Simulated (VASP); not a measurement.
Consider the following.

```
Y
1.0
    1.77555    -3.07534     0.00000
    1.77555     3.07534     0.00000
    0.00000     0.00000     5.47012
Y
2
Direct
  0.33333   0.66667   0.25000
  0.66667   0.33333   0.75000
```

These are LDA (Ceperley-Alder, Perdew-Zunger), VASP's LDA PAW potentials (set 64) (plane waves; VASP) values and carry that method's errors. Numerical set-up: 520 eV cut-off, Gaussian smearing of 0.050 eV, potentials Y_sv.

Question: Give the energies of bands 9 to 14 at the high-symmetry points, in eV from the Fermi level.

Answer: 
```
band      Γ      M      K      A      L      H
----  -----  -----  -----  -----  -----  -----
9     -4.81  -1.73  -0.93  -3.22  -1.81  -0.47
10    -2.01  -1.40  -0.67  -3.22  -1.81  -0.47
11     1.42  -0.94  -0.67   1.05   0.06  -0.41
12     1.73   0.06  -0.43   1.05   0.06  -0.41
13     1.73   1.37   1.17   1.61   1.69   0.56
14     2.25   1.63   1.17   1.61   1.69   0.56
```

It has no gap at this level: it comes out as a metal or semimetal.

The compound is Y in the hcp structure. It was relaxed first, which changed the volume by -10 %.
